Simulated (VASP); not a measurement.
```xyz
8
Lattice="-0.0221 5.8712 5.9447 5.8712 -0.0221 5.9447 2.9246 2.9246 0.0000" Properties=species:S:1:pos:R:3 pbc="T T T"
Hg     5.8491     5.8491    11.8223
Hg     2.9638     5.8099     8.9136
Hg     5.8099     2.9638     8.9136
Se     1.4623     1.4623     1.5006
Se     4.2318     1.6173     4.6285
Se     1.6173     4.2318     4.6285
Se     4.3868     4.3868     7.1561
Be     2.9246     2.9246     5.9388
```

Method: PBEsol GGA, VASP's PBE PAW potentials (set 64) (plane waves; VASP). Numerical set-up: 400 eV cut-off, Gaussian smearing of 0.050 eV, potentials Hg Se Be.

Unless said otherwise, spin-orbit coupling is left out, though it shifts the bands of the heavy elements here.

Question: Predict the band gap (along the path) with the smallest direct gap where there is one.

Answer: 
```
Item                                                          Value
-------------------------  ----------------------------------------
band gap (along the path)  none (metal, semimetal or under 0.01 eV)
```

The absolute energy has meaning only against runs of the same code, potentials and settings.

The structure was generated: BeHg3Se4 was put into an ordered model structure (Amm2), which need not be its known phase. It was relaxed first.
